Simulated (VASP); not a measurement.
Take LiH (rock salt), with a static lattice, in VASP with PAW potentials, and its lattice constant a.

### Question
One run gives 3.879 Å. Which level is it?
A) AM05
B) rev-vdW-DF2
C) PBE-D3(BJ)
D) optB88-vdW

### Answer
C, PBE-D3(BJ).  The others give 4.010 (optB88-vdW), 4.011 (rev-vdW-DF2), 4.008 (AM05).

Only levels that ran to the end are used. Left out are those held back, those with too coarse a band path, GW runs whose mesh misses a band edge, hybrids' fits of cells that aren't cubic and levels without matching references; a question may draw on a part of the rest.

The compound is LiH in the rock salt structure.
